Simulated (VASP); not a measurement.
Wanted: the native input for a VASP 6.6.1 run.

| Quantity | Value |
| --- | --- |
| Task | single point |
| Functional | r2SCAN |
| Potentials or basis | VASP PAW PBE potentials, release 64 (Ba_sv, Zn) |
| Cutoff | 520 eV |
| k mesh | 6 × 6 × 6 |
| Occupations | methfessel-paxton, width 0.05 eV |
| Spin | no spin polarisation |
| Dipole correction | no |
| Further INCAR settings | ALGO = Normal; EDIFF = 1e-07; NBANDS = 31 |

The system is BaZn3.

```
Ba Zn
1.0
     0.00000    3.62696    3.62696
     3.62696    0.00000    3.62696
     3.62696    3.62696    0.00000
Ba Zn
1 3
Direct
  0.00000 0.00000 0.00000
  0.50000 0.50000 0.50000
  0.25000 0.25000 0.25000
  0.75000 0.75000 0.75000
```

The cell was built by a generator and needn't be a form met in nature.

The input as run:

POSCAR

```
BaZn3
1.0
    0.0000000000      3.6269589942      3.6269589942
    3.6269589942      0.0000000000      3.6269589942
    3.6269589942      3.6269589942      0.0000000000
Ba Zn
1 3
Direct
    0.0000000000      0.0000000000      0.0000000000
    0.5000000000      0.5000000000      0.5000000000
    0.2500000000      0.2500000000      0.2500000000
    0.7500000000      0.7500000000      0.7500000000
```

INCAR.step1

```
SYSTEM = BaZn3
ALGO = Normal ; EDIFF = 1E-4
ENCUT = 520 ; GGA = PE
ISMEAR = 1 ; LASPH = .True.
LCHARG = .False. ; LREAL = .False.
LWAVE = .True. ; NBANDS = 31
NELM = 100 ; PREC = Accurate
SIGMA = 0.05
```

INCAR.step2

```
SYSTEM = BaZn3
ALGO = Normal ; EDIFF = 1E-7
ENCUT = 520 ; ISIF = 2
ISMEAR = 1 ; ISTART = 1
LASPH = .True. ; LCHARG = .True.
LELF = .True. ; LMIXTAU = .True.
LREAL = .False. ; LVHAR = .True.
LWAVE = .False. ; METAGGA = R2SCAN
NBANDS = 31 ; NELM = 100
PREC = Accurate ; SIGMA = 0.05
```

KPOINTS

```
k-points
0
Gamma
  6 6 6
  0 0 0
```

Potentials or basis: VASP PAW PBE potentials, release 64 (Ba_sv, Zn).

Launch:

```sh
$ cat potpaw_PBE.64/Ba_sv/POTCAR potpaw_PBE.64/Zn/POTCAR > POTCAR
$ cp INCAR.step1 INCAR
$ mpirun -np 1 vasp_std > vasp.out
$ cp INCAR.step2 INCAR
$ mpirun -np 1 vasp_std > vasp.out
```

It gave:

```json
{
 "Pressure": "-0.1 GPa",
 "Band gap on the k mesh": "none (metal or under the smearing width)"
}
```

Caveat: the PAW data sets were made with another functional, which shifts forces and pressure a little.

It took 2.7 min on 1 thread of AMD EPYC 9R45 96-Core Processor (Zen 5), with other jobs on the host, peak memory 0.24 GiB.
